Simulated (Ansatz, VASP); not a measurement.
## Two plane-wave programs on Na2Pd3

File INCAR:

```
PREC = Accurate
ENCUT = 520
EDIFF = 1E-6
ISMEAR = 0
SIGMA = 0.1
LREAL = False
LASPH = True
NELM = 60
ALGO = Fast
ISIF = 2
LWAVE = False
LCHARG = True
GGA = PE
LELF = True
LVHAR = True
NBANDS = 30
```

The input KPOINTS:

```
Automatic mesh
0
Gamma
  4 4 4
```

File POSCAR:

```
Na2Pd3
1.0
    4.6418307800      0.0000000000      0.0000000000
    0.0000000000      4.6418307800      0.0000000000
    0.0000000000      0.0000000000      4.6418307800
Na Pd
2 3
Direct
    0.5000000000      0.5000000000      0.5000000000
    0.0000000000      0.0000000000      0.0000000000
    0.5000000000      0.0000000000      0.0000000000
    0.0000000000      0.5000000000      0.0000000000
    0.0000000000      0.0000000000      0.5000000000
```

Input for Ansatz:

```yaml
crystal:
  lattice:
    - [4.64183078, 0.0, 0.0]
    - [0.0, 4.64183078, 0.0]
    - [0.0, 0.0, 4.64183078]
  atoms:
    - { symbol: Na, position: [0.5, 0.5, 0.5] }
    - { symbol: Na, position: [0.0, 0.0, 0.0] }
    - { symbol: Pd, position: [0.5, 0.0, 0.0] }
    - { symbol: Pd, position: [0.0, 0.5, 0.0] }
    - { symbol: Pd, position: [0.0, 0.0, 0.5] }
basis:
  ecutwfc: 420
kpoints:
  mp_grid: { grid: [4, 4, 4] }
hamiltonian:
  xc: pbe
scf:
  occupations: { method: gaussian, width: 0.1 }
  lower_state_search: "off"
output:
  forces: true
  stress: true
  eigenvalues: true
```

Alike in both runs: task single point; functional PBE; k mesh 4 × 4 × 4; occupations gaussian, width 0.1 eV; no spin polarisation.

```csv
,VASP,Ansatz
version,VASP 6.6.1,Ansatz 0.2.0
potentials or method,"VASP PAW PBE potentials, release 64 (Na_pv, Pd)","scalar-relativistic, plane waves, PAW"
plane-wave cutoff (eV),520,420
valence electrons in the cell,44,72
```

VASP gave:

* gap on the k mesh at the Fermi level (eV): none
* pressure (GPa): 5.6

**Question.** What did Ansatz give for the same quantities?

**Answer.** gap on the k mesh at the Fermi level (eV): none; pressure (GPa): 5.5.

A gap of «none» marks a metal or a gap that the smearing closes. The two sets of potentials don't hold the same shells in valence.
